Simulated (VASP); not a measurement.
## Titanium: cell size against the level of theory

Which functional gives the lattice of Titanium as experiment finds it, and is a dearer one worth its cost? The levels: LDA, PBEsol, PBE, r2SCAN, PBE + D3(BJ), r2SCAN + rVV10, RPBE and vdW-DF-cx. LASPH is on for some levels and off for others; the table marks which. The start is a cell from a database of measured crystal structures.

Calculated with VASP 6.6.1; LDA; plane waves and PAW (Ti_sv), in the first sound run; inputs show where later runs differ.

**Measured values to reproduce.**

For Ti, hcp alpha (recrystallized polycrystalline plate, 600 wppm oxygen, 298 K), “Impact of oxygen ordering on titanium lattice parameters” (2024, arxiv:2402.07147) gives, by XRD, Rietveld refinement: lattice constant a (a of hcp cell) 2.9536 ± 0.0001 Å [textured sample, prismatic peak absent, so a is less precise than c]; lattice constant c (c of hcp cell) 4.685 ± 0.0001 Å.

## (1) Set-up

Before any relaxation, the start is as follows. It takes space group P6_3/mmc (No. 194, hexagonal). Conventional cell: a = 2.950 Å, b = 2.950 Å, c = 4.680 Å, α = 90.00°, β = 90.00°, γ = 120.00°. Nearest to Ti lie 12 Ti at 2.89 to 2.95 Å.

Structure file:

```cif
data_structure
_symmetry_space_group_name_H-M 'P 1'
_symmetry_Int_Tables_number 1
_cell_length_a 2.9500
_cell_length_b 2.9500
_cell_length_c 4.6800
_cell_angle_alpha 90.000
_cell_angle_beta 90.000
_cell_angle_gamma 120.000
_cell_volume 35.27
loop_
_atom_site_label
_atom_site_type_symbol
_atom_site_fract_x
_atom_site_fract_y
_atom_site_fract_z
_atom_site_occupancy
Ti1 Ti 0.33333 0.66667 0.25000 1
Ti2 Ti 0.66667 0.33333 0.75000 1
```

## (2) Relaxation with LDA

Properties are meant for the cell that this level of theory prefers, so cell and atoms are relaxed first (ISIF = 3) until forces and stress are small; EDIFFG sets the threshold. LDA, the lowest rung, knows the local density alone.

File INCAR:

```
SYSTEM = Ti
PREC = Accurate
ENCUT = 520
EDIFF = 1E-06
NELM = 100
ISMEAR = -1
SIGMA = 0.05
LREAL = .FALSE.
ALGO = Normal
GGA = CA
NBANDS = 18
LORBIT = 11
LWAVE = .FALSE.
LCHARG = .FALSE.
KPAR = 2
IBRION = 2
NSW = 60
ISIF = 3
EDIFFG = -0.01
```

File POSCAR:

```
Ti
1.0
    2.9500000000      0.0000000000      0.0000000000
   -1.4750000000      2.5547749412      0.0000000000
    0.0000000000      0.0000000000      4.6800000000
Ti
2
Direct
    0.3333333333      0.6666666667      0.2500000000
    0.6666666667      0.3333333333      0.7500000000
```

File KPOINTS:

```
Automatic mesh
0
Gamma
9 9 5
0 0 0
```

PAW data sets: Ti_sv (PBE family, release 64).

The run is started by

```console
mpirun -np 2 vasp_std
```

Output:

```text
[banner, memory and clock lines left out]
running    2 mpi-ranks, on    1 nodes
 distrk:  each k-point on    1 cores,    2 groups
 distr:  one band on    1 cores,    1 groups

 POSCAR found type information on POSCAR Ti
 POSCAR found :  1 types and       2 ions
|                                                                             |
|               ----> ADVICE to this user running VASP <----                  |
|                                                                             |
|     You enforced a specific xc type in the INCAR file but a different       |
|     [... a line on the potential file left out ...]
|     I HOPE YOU KNOW WHAT YOU ARE DOING!                                     |
|                                                                             |

 LDA part: xc-table for (Slater(with rela. corr.)+CA(PZ))
 , standard interpolation
 POSCAR, INCAR and KPOINTS ok, starting setup
 FFT: planning ... GRIDC
 FFT: planning ... GRID_SOFT
 FFT: planning ... GRID
 WAVECAR not read
 entering main loop
       N       E                     dE             d eps       ncg     rms          rms(c)
DAV:   1     0.256772414914E+03    0.25677E+03   -0.13353E+04  1296   0.167E+03
DAV:   2     0.995965211161E+01   -0.24681E+03   -0.24396E+03  1314   0.453E+02
DAV:   3    -0.183351979248E+02   -0.28295E+02   -0.27948E+02  2458   0.127E+02
DAV:   4    -0.194734155481E+02   -0.11382E+01   -0.11376E+01  1476   0.266E+01
DAV:   5    -0.195355073048E+02   -0.62092E-01   -0.62085E-01  2058   0.425E+00    0.124E+01
DAV:   6    -0.170792895523E+02    0.24562E+01   -0.92576E+00  1526   0.311E+01    0.277E+00
DAV:   7    -0.170553899829E+02    0.23900E-01   -0.81555E-01  1924   0.636E+00    0.198E+00
DAV:   8    -0.170734095997E+02   -0.18020E-01   -0.20050E-01  1498   0.562E+00    0.655E-01
DAV:   9    -0.170658271468E+02    0.75825E-02   -0.46307E-02  1544   0.222E+00    0.689E-02
DAV:  10    -0.170661476003E+02   -0.32045E-03   -0.24202E-03  1940   0.320E-01    0.965E-02
DAV:  11    -0.170662227530E+02   -0.75153E-04   -0.23747E-04  1508   0.118E-01    0.334E-02
DAV:  12    -0.170662165549E+02    0.61981E-05   -0.38467E-05  1686   0.515E-02    0.948E-03
DAV:  13    -0.170662162276E+02    0.32727E-06   -0.13151E-06  1016   0.108E-02
   1 F= -.17066216E+02 E0= -.17058193E+02  d E =-.170662E+02
 curvature:   0.00 expect dE= 0.000E+00 dE for cont linesearch  0.000E+00
 trial: gam= 0.00000 g(F)=  0.296E-45 g(S)=  0.345E+00 ort = 0.000E+00 (trialstep = 0.100E+01)
 search vector abs. value=  0.345E+00
 bond charge predicted
       N       E                     dE             d eps       ncg     rms          rms(c)
DAV:   1    -0.255196364512E+02   -0.84534E+01   -0.21202E+02  1704   0.169E+02    0.254E+01
DAV:   2    -0.172844112832E+02    0.82352E+01   -0.30276E+01  1520   0.648E+01    0.823E+00
DAV:   3    -0.167551601305E+02    0.52925E+00   -0.82293E+00  1790   0.194E+01    0.346E+00
DAV:   4    -0.169340567976E+02   -0.17890E+00   -0.13923E+00  1576   0.963E+00    0.552E-01
DAV:   5    -0.170053960255E+02   -0.71339E-01   -0.17525E-01  1780   0.306E+00    0.966E-01
DAV:   6    -0.170962099014E+02   -0.90814E-01   -0.18374E-01  1746   0.230E+00    0.303E-01
DAV:   7    -0.171001049491E+02   -0.38950E-02   -0.11248E-02  1642   0.734E-01    0.242E-01
DAV:   8    -0.171047843926E+02   -0.46794E-02   -0.12685E-02  1690   0.700E-01    0.853E-02
DAV:   9    -0.171048265358E+02   -0.42143E-04   -0.89415E-04  1890   0.182E-01    0.238E-02
DAV:  10    -0.171048237268E+02    0.28090E-05   -0.35065E-05  1600   0.479E-02    0.778E-03
DAV:  11    -0.171048290401E+02   -0.53134E-05   -0.20382E-05  1706   0.246E-02    0.108E-02
DAV:  12    -0.171048282727E+02    0.76738E-06   -0.34239E-06  1400   0.146E-02
   2 F= -.17104828E+02 E0= -.17096883E+02  d E =-.386120E-01
[... from here on, the cycles between the ionic steps are left out ...]
   3 F= -.17169511E+02 E0= -.17162130E+02  d E =-.103294E+00
   4 F= -.17169501E+02 E0= -.17162117E+02  d E =-.103285E+00
   5 F= -.17169554E+02 E0= -.17162208E+02  d E =-.527272E-04
   6 F= -.17169554E+02 E0= -.17162207E+02  d E =-.529959E-04
   7 F= -.17169553E+02 E0= -.17162200E+02  d E =-.516029E-04
   8 F= -.17169537E+02 E0= -.17162169E+02  d E =-.363222E-04
   9 F= -.17169550E+02 E0= -.17162194E+02  d E =-.492420E-04
  10 F= -.17169552E+02 E0= -.17162199E+02  d E =-.509257E-04
 curvature:  -0.07 expect dE=-0.228E-05 dE for cont linesearch -0.479E-06
 ZBRENT: interpolating
 opt :   0.7224  next Energy=   -17.169552 (dE=-0.513E-04)
 bond charge predicted
       N       E                     dE             d eps       ncg     rms          rms(c)
DAV:   1    -0.171695535478E+02   -0.10852E-05   -0.34600E-05  1540   0.832E-02    0.822E-03
DAV:   2    -0.171695525150E+02    0.10328E-05   -0.42631E-06  1328   0.249E-02    0.269E-03
DAV:   3    -0.171695524974E+02    0.17611E-07   -0.11039E-06   814   0.826E-03
  11 F= -.17169552E+02 E0= -.17162200E+02  d E =-.515955E-04
 curvature:  -0.06 expect dE=-0.150E-05 dE for cont linesearch -0.318E-06
 trial: gam= 0.00105 g(F)=  0.429E-47 g(S)=  0.262E-04 ort = 0.260E-04 (trialstep = 0.878E+00)
 search vector abs. value=  0.262E-04
 reached required accuracy - stopping structural energy minimisation
```

It took 23 s on 2 MPI ranks of Intel Xeon 6975P-C (Granite Rapids), shared host; peak memory 0.29 GiB.

Lines that name or quote the potential files are left out of all logs, and their timing lines are given in words.

Parts of OUTCAR (step 2):

```text
ion  position               nearest neighbor table
   1  0.333  0.667  0.250-   2 2.89   2 2.89   2 2.89   2 2.89   2 2.89   2 2.89
   2  0.667  0.333  0.750-   1 2.89   1 2.89   1 2.89   1 2.89   1 2.89   1 2.89

  LATTYP: Found a hexagonal cell.
 ALAT       =     2.9500000000
 C/A-ratio  =     1.5864406780

 Subroutine GETGRP returns: Found 24 space group operations
 (whereof 12 operations were pure point group operations)

The static configuration has the point symmetry D_3d.
 The point group associated with its full space group is D_6h.

 Found     36 irreducible k-points:

   k-points           NKPTS =     36   k-points in BZ     NKDIM =     36   number of bands    NBANDS=     18

   dimension x,y,z NGX =    24 NGY =   24 NGZ =   36
   dimension x,y,z NGXF=    48 NGYF=   48 NGZF=   72

   ENCUT  =  520.0 eV  38.22 Ry    6.18 a.u.   5.49  5.49  8.70*2*pi/ulx,y,z

   NELECT =      24.0000    total number of electrons

 k-points in reciprocal lattice and weights: Automatic mesh
   0.00000000  0.00000000  0.00000000       0.002
   0.11111111  0.00000000  0.00000000       0.015
   0.22222222  0.00000000  0.00000000       0.015
   0.33333333  0.00000000  0.00000000       0.015
   0.44444444  0.00000000  0.00000000       0.015
   0.11111111  0.11111111  0.00000000       0.015
   0.22222222  0.11111111  0.00000000       0.030
   0.33333333  0.11111111  0.00000000       0.030
   0.44444444  0.11111111  0.00000000       0.015
[...]
0.33333333  0.22222222  0.40000000       0.059
   0.33333333  0.33333333  0.40000000       0.010

 average (electrostatic) potential at core
       1 -71.0906       2 -71.0906

 E-fermi :   8.8599

 k-point     1 :       0.0000    0.0000    0.0000
  band No.  band energies     occupation
    ...
      6     -23.3374      2.00000
      7     -23.3006      2.00000
      8     -23.3006      2.00000
      9       2.5823      2.00000
     10       5.9851      2.00000
     11       9.6301      0.00000
     12       9.6301      0.00000
     13       9.7608      0.00000
     14       9.9596      0.00000
     15      10.1850      0.00000
    ...

 k-point     2 :       0.1111    0.0000    0.0000
  band No.  band energies     occupation
    ...
      6     -23.3758      2.00000
      7     -23.3524      2.00000
      8     -23.3099      2.00000
      9       2.9519      2.00000
     10       6.2723      2.00000
     11       9.1111      0.01308
     12       9.2267      0.00130
     13       9.8998      0.00000
     14       9.9741      0.00000
     15      10.1760      0.00000
    ...

 k-point     3 :       0.2222    0.0000    0.0000
  band No.  band energies     occupation
    ...
      8     -23.3362      2.00000
      9       3.9603      2.00000
     10       6.8673      2.00000
     11       8.1308      2.00000
     12       8.4703      1.99917
     13       9.6287      0.00000
     14       9.9388      0.00000
     15      10.0624      0.00000
     16      10.6477      0.00000
     17      10.7806      0.00000
    ...

  Total       -0.0195076     -0.0195076      0.0179819     -0.0000000     -0.0000000      0.0000000
  in kB       -0.9714756     -0.9714756      0.8954967     -0.0000000     -0.0000000      0.0000000
  external PRESSURE =      -0.3491515 kB  Pullay stress =       0.0000000 kB

  energy-cutoff  :      520.00
  volume of cell :       32.17
      direct lattice vectors                 reciprocal lattice vectors
     2.861685129 -0.000000000  0.000000000     0.349444455  0.201751850  0.000000000
    -1.430842564  2.478292019 -0.000000000     0.000000000  0.403503700  0.000000000
     0.000000000 -0.000000000  4.536365875     0.000000000  0.000000000  0.220440773

 POSITION                                       TOTAL-FORCE (eV/Angst)
 -----------------------------------------------------------------------------------
     -0.00000      1.65219      1.13409         0.000000     -0.000000      0.000000
      1.43084      0.82610      3.40227        -0.000000      0.000000      0.000000
 -----------------------------------------------------------------------------------
    total drift:                               -0.000000      0.000000     -0.000000

  FREE ENERGIE OF THE ION-ELECTRON SYSTEM (eV)
  ---------------------------------------------------
  free  energy   TOTEN  =       -17.1695524974 eV

  energy  without entropy=      -17.1548473911  energy(sigma->0) =      -17.16219994

 reached required accuracy - stopping structural energy minimisation

 total charge
# of ion       s       p       d       tot
------------------------------------------
    1        2.269   6.133   1.976  10.378
    2        2.269   6.133   1.976  10.378
--------------------------------------------------
tot          4.538  12.265   3.952  20.756

[... 3 further parts left out ...]
```

CONTCAR:

```
Ti
   1.00000000000000
     2.8616851287564340   -0.0000000000000000    0.0000000000000000
    -1.4308425643782170    2.4782920191678937   -0.0000000000000000
     0.0000000000000000   -0.0000000000000000    4.5363658752216107
  Ti
     2
Direct
     0.3333333332999970    0.6666666667000030    0.2500000000000000
     0.6666666667000030    0.3333333332999970    0.7500000000000000
```

The k-mesh is coarse for a metal. The PAW data sets were made with PBE, though LDA sets exist; this is a small mismatch. After so large a change of volume the plane waves of the start cell no longer fit, so the final stress carries a basis-set error. The run keeps the 24 symmetry operations of its start, so it cannot find a distortion of lower symmetry.

Relaxation path:

```
step  energy less that of the first step (eV)  largest force (eV/Å)  pressure (GPa)  volume (Å³)
   1                                   0.0000                0.0000           -9.92        35.27
   2                                  -0.0386                0.0000            9.98        29.99
   3                                  -0.1033                0.0000           -0.08        32.19
   4                                  -0.1033                0.0000            0.13        32.13
   5                                  -0.1033                0.0000           -0.08        32.18
   6                                  -0.1033                0.0000           -0.11        32.18
   7                                  -0.1033                0.0000           -0.14        32.17
   8                                  -0.1033                0.0000            0.03        32.15
   9                                  -0.1033                0.0000           -0.01        32.17
  10                                  -0.1033                0.0000           -0.04        32.17
  11                                  -0.1033                0.0000           -0.03        32.17
```

| conventional cell, symmetrised | before | after | change |
| --- | --- | --- | --- |
| a (Å) | 2.950 | 2.862 | -3.0 % |
| b (Å) | 2.950 | 2.862 | -3.0 % |
| c (Å) | 4.680 | 4.536 | -3.1 % |
| volume (Å³/atom) | 17.64 | 16.09 | -8.8 % |

The relaxed structure:

```xyz
2
Lattice="2.8617 0.0000 0.0000 -1.4308 2.4783 0.0000 0.0000 0.0000 4.5364" Properties=species:S:1:pos:R:3 pbc="T T T"
Ti    0.0000    1.6522    1.1341
Ti    1.4308    0.8261    3.4023
```

Numbers from this step:

| Item | Value |
| --- | --- |
| electrons | 24 |
| bands | 18 |
| irreducible k-points | 36 |
| symmetry operations | 24 |
| free energy (TOTEN) | -17.17 eV |
| energy at zero smearing | -17.16 eV |
| Fermi energy | 8.860 eV |
| pressure | -0.03492 GPa |
| metallic | yes |
| SCF cycles over all ionic steps | 74 |

It ends with forces that vanish by symmetry and a pressure of -0.03 GPa. The volume lies -8.8 % from that of the database's start, which holds the thermal and zero-point expansion of its experiment. LDA is known to overbind. The conventional cell has a = 2.862 and c = 4.536 Å.

[end of part 1 of 3]

[Lines on the potential files, build, host, timing and source positions are cut from VASP's logs without a mark.]

[Logs are printed without paths, hosts, clocks, repeated set-up lines and the standing remarks that a program may print on its own settings, such as how far it seeks lower states.]

[Hosts, paths, dates, database ids (printed as entryN), source tags and the programs' standing remarks are cut or masked in the printed files.]

[A measured line is paired with the nearest computed mode of its activity, which favours agreement.]
